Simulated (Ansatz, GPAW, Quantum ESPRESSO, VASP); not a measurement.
## Code comparison for Si₂W (I4/mmm, 3 atoms in the cell)

Self-consistent single point, at a second geometry (lattice scaled by 0.98). First geometry:

```yaml
crystal:
  lattice:
    - [-1.60736, 1.60736, 3.90103]
    - [1.60736, -1.60736, 3.90103]
    - [1.60736, 1.60736, -3.90103]
  atoms:
    - { symbol: Si, position: [0.33499, 0.33499, 0.00000] }
    - { symbol: Si, position: [0.66501, 0.66501, 0.00000] }
    - { symbol: W, position: [0.00000, 0.00000, 0.00000] }
```

Shared settings, as Ansatz (a first-principles code) writes them: kpoints.mp_grid.grid = 12 12 12; scf.occupations.method = fermi_dirac; scf.occupations.width = 0.05 eV. Potentials and cutoffs stand in the table.

```json
[
 {"code": "VASP", "model": "PBE, VASP's PBE PAW potentials (set 64)", "ΔF from the first geometry (meV/atom)": "61.0", "pressure (GPa)": "20.16", "largest force (eV/Å)": "0.323", "cutoff": "300 eV"},
 {"code": "Quantum ESPRESSO", "model": "PBE, GBRV 1.5 ultrasoft (PBE) pseudopotentials", "ΔF from the first geometry (meV/atom)": "58.9", "pressure (GPa)": "19.13", "largest force (eV/Å)": "0.321", "cutoff": "40 Ry"},
 {"code": "Ansatz", "model": "PBE, default PAW files", "ΔF from the first geometry (meV/atom)": "58.9", "pressure (GPa)": "20.57", "largest force (eV/Å)": "0.316", "cutoff": "default"},
 {"code": "GPAW", "model": "PBE, GPAW PAW datasets PBE (gpaw-data 1.0.1)", "ΔF from the first geometry (meV/atom)": "63.1", "pressure (GPa)": "21.59", "largest force (eV/Å)": "0.329", "cutoff": "600 eV"}
]
```

For VASP (by 0.9 GPa) and Quantum ESPRESSO (by 1.4 GPa) the energy change implies a higher mean pressure, against the two pressures, than for the other programs: a sign of finite-basis (Pulay) stress.

On Ansatz's run: spin-orbit coupling is off. Spin polarisation is off.

The spread over the programs that give each value: ΔF from the first geometry within 4.2 meV/atom; pressure within 2.46 GPa; largest force within 0.013 eV/Å.

Ansatz's pressure is given at a fixed set of plane waves, as the other plane-wave codes print theirs; with its correction for the finite basis it is 20.62 GPa. In the pressure, Quantum ESPRESSO (by 1.24) and GPAW (by 1.23) lie more than 1 GPa from the median of the plane-wave programs.

VASP's run is marked for a possible Pulay error in its stress at this cutoff; no cutoff test was made.

The starting cell comes from a database of computed structures (which also holds hypothetical and non-ambient phases and stackings), without a prior relaxation at this level. For this run, on top of that: lattice scaled by 0.98.

Left out of this page: ABINIT, Elk, FLEUR and SIESTA (not drawn, or without a comparable value).

Keys are those of Ansatz 0.2.
